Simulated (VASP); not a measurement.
A convergence study with VASP on BeSe (zinc blende): one setting is varied, all else stays as given below, so the limit is that of these other settings. ε∞ is the independent-particle value.

```
BeSe
1.0
    0.00000     2.57000     2.57000
    2.57000     0.00000     2.57000
    2.57000     2.57000     0.00000
Be Se
1 1
Direct
  0.00000   0.00000   0.00000
  0.25000   0.25000   0.25000
```

The numbers are results of PBE GGA, VASP's PBE PAW potentials (set 64) (plane waves; VASP), not measurements. The tightest run used: 550 eV cut-off, 8×8×8 Γ-centred mesh, Gaussian smearing of 0.050 eV, potentials Be Se.

```csv
setting,mean ε∞,bands
NBANDS = 5,4.25,5
NBANDS = 6,5.44,6
NBANDS = 8,6.27,8
```

Q: These are the cheaper rows. Estimate the results at NBANDS = 132, and how far the last row shown lies from them.

A: 
```
quantity  tightest run  last row shown is off by
--------  ------------  ------------------------
mean ε∞           6.50                     -0.23
```

Left out are rungs that failed or repeat a setting and relaxations that didn't move; long series are thinned to 24 rows.

The compound is BeSe in the zinc blende structure. The cell was not relaxed at this level.
